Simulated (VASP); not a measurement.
Input of a VASP 6.6.1 run:

File INCAR:

```
SYSTEM = Rb3HO
PREC = Accurate ; ENCUT = 520
EDIFF = 1E-7 ; ISMEAR = 0
SIGMA = 0.05 ; LREAL = .False.
LASPH = .True. ; NELM = 100
ALGO = Fast ; ISIF = 2
LWAVE = .False. ; LCHARG = .False.
GGA = CA ; NBANDS = 25
```

Contents of KPOINTS:

```
regular mesh
0
Gamma
  4 4 4
  0 0 0
```

File POSCAR:

```
Rb3HO
1.0
    5.3740684307      0.0000000000      0.0000000000
    0.0000000000      5.3740684307      0.0000000000
    0.0000000000      0.0000000000      5.3740684307
H O Rb
1 1 3
Direct
    0.0000000000      0.0000000000      0.0000000000
    0.5000000000      0.5000000000      0.5000000000
    0.5000000000      0.5000000000      0.0000000000
    0.5000000000      0.0000000000      0.5000000000
    0.0000000000      0.5000000000      0.5000000000
```

Potentials or basis: VASP PAW LDA potentials, release 64 (H, O, Rb_sv).

Launch:

```console
$ cat potpaw_LDA.64/H/POTCAR potpaw_LDA.64/O/POTCAR potpaw_LDA.64/Rb_sv/POTCAR > POTCAR
$ mpirun -np 1 vasp_std > vasp.out
```

(1) Estimate the band gap on the k mesh.

(2) Predict the pressure.

## Answers

(1) 0.95 eV, indirect (least direct gap 1.06 eV).

(2) -0.7 GPa.
